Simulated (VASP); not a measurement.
Here is the system:

```xyz
5
Lattice="4.0999 0.0000 0.0000 0.0000 4.0999 0.0000 0.0000 0.0000 4.0999" Properties=species:S:1:pos:R:3 pbc="T T T"
Ba     0.0000     0.0000     0.0000
Hf     2.0500     2.0500     2.0500
O      2.0500     0.0000     2.0500
O      0.0000     2.0500     2.0500
O      2.0500     2.0500     0.0000
```

Computed with PBE GGA, VASP's PBE PAW potentials (set 64) (plane waves; VASP 6.6.1). Run with 400 eV cut-off, 6×6×6 Γ-centred mesh, Gaussian smearing of 0.020 eV, potentials Ba_sv Hf_pv O.

At this cut-off the stress carries a Pulay error, which pulls relaxed volumes low.

Problem. Give the stress tensor in GPa (positive for a compressed cell).

Solution. 
```
9.44  0.00  0.00
0.00  9.44  0.00
0.00  0.00  9.44
```
The pressure is its mean diagonal, 9.44 GPa.

The structure is a typed BaHfO3 crystal. The cell was not relaxed at this level.
